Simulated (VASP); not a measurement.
Data:

```xyz
3
Lattice="1.8227 -3.1570 0.0000 1.8227 3.1570 0.0000 0.0000 0.0000 7.0071" Properties=species:S:1:pos:R:3 pbc="T T T"
Zr     0.0000     0.0000     7.0071
S      1.8227     1.0523     1.4371
S      1.8227    -1.0523     5.5700
```

These are TPSS meta-GGA, VASP's PBE PAW potentials (set 64) (plane waves; VASP) values and carry that method's errors. Settings: 520 eV cut-off, 7×7×3 Γ-centred mesh, Gaussian smearing of 0.050 eV, potentials Zr_sv S.

Without a dispersion term in the relaxation, distances and binding between the weakly bound layers, chains or molecules are unreliable, and so is what depends on them.

### Question
The ions and cell shape at fixed volume are relaxed. What does this cell relax into?

### Answer

```xyz
3
Lattice="1.8379 -3.1833 0.0000 1.8379 3.1833 0.0000 0.0000 0.0000 6.8921" Properties=species:S:1:pos:R:3 pbc="T T T"
Zr     1.8379    -3.1833     0.0000
S      1.8379     1.0611     1.4534
S      1.8379    -1.0611     5.4386
```
Space group P-3m1 (164), at a tolerance of 0.03 Å.

### Question
How much energy does the relaxation gain?

### Answer
The energy (σ→0) changes by -5.3 meV/atom, in 5 ionic steps.

The compound is ZrS2 in the 1T layered structure. This cell is one point of a volume scan, at 0.97 of the reference volume. Symmetry was kept, so distortions that lower it aren't found.
